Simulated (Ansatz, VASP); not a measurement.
## BaC2: VASP beside Ansatz

Contents of INCAR:

```
PREC     = Accurate       # precision mode
ENCUT    = 520            # plane-wave cutoff, eV
EDIFF    = 1E-7           # SCF threshold, eV
ISMEAR   = 0              # smearing method
SIGMA    = 0.05           # smearing width, eV
LREAL    = F              # projectors in reciprocal space
LASPH    = T              # aspherical terms in the spheres
NELM     = 100            # most SCF steps
ALGO     = Normal         # electronic algorithm
ISIF     = 2              # what is computed and relaxed
LWAVE    = F              # write WAVECAR
LCHARG   = F              # write CHGCAR
GGA      = CA             # functional
NBANDS   = 16             # bands
```

Contents of KPOINTS:

```
regular mesh
0
Gamma
  9 9 9
```

Contents of POSCAR:

```
BaC2
1.0
    2.6188173636      1.5119749099      2.4859528344
   -2.6188173636      1.5119749099      2.4859528344
    0.0000000000     -3.0239498197      2.4859528344
Ba C
1 2
Direct
    0.0000000000      0.0000000000      0.0000000000
    0.5849370000      0.5849370000      0.5849370000
    0.4150630000      0.4150630000      0.4150630000
```

Input for Ansatz:

```yaml
crystal:
  lattice:
    - [2.6188173636, 1.5119749099, 2.4859528344]
    - [-2.6188173636, 1.5119749099, 2.4859528344]
    - [0.0, -3.0239498197, 2.4859528344]
  atoms:
    - { symbol: Ba, position: [0.0, 0.0, 0.0] }
    - { symbol: C, position: [0.584937, 0.584937, 0.584937] }
    - { symbol: C, position: [0.415063, 0.415063, 0.415063] }
basis:
  ecutwfc: 420
kpoints:
  mp_grid: { grid: [9, 9, 9] }
hamiltonian:
  xc: lda
scf:
  occupations: { method: gaussian, width: 0.05 }
output:
  forces: true
  stress: true
  eigenvalues: true
```

The cell comes from a database or a generator and needn't be the stable form of this composition.

Alike in both runs: task single point; functional LDA; k mesh 9 × 9 × 9; occupations gaussian, width 0.05 eV; no spin polarisation.

```csv
,VASP,Ansatz
version,VASP 6.6.1,Ansatz 0.2.0
potentials or method,"VASP PAW LDA potentials, release 64 (Ba_sv, C)","scalar-relativistic, plane waves, PAW"
plane-wave cutoff (eV),520,420
valence electrons in the cell,18,18
```

|  | VASP | Ansatz | Ansatz less VASP |
| --- | --- | --- | --- |
| gap on the k mesh at the Fermi level (eV) | 1.24 | 1.34 | +0.100 |
| least direct gap on the mesh (eV) | 2.12 | 2.19 | +0.065 |
| pressure (GPa) | -4.5 | -5.5 | -0.95 |
| largest component of the traceless stress (GPa) | 0.83 | 0.95 | +0.125 |
| rms of the force components (eV/Å) | 0.185 | 0.205 | +0.0200 |

Atom by atom the forces differ by 0.020 eV/Å (rms over components).

Caveats: spin-orbit coupling is left out, which moves the levels of the heavy elements; an odd mesh through Γ misses points on the zone boundary, where band edges often lie. As with any semilocal functional, this LDA gap is likely too small.
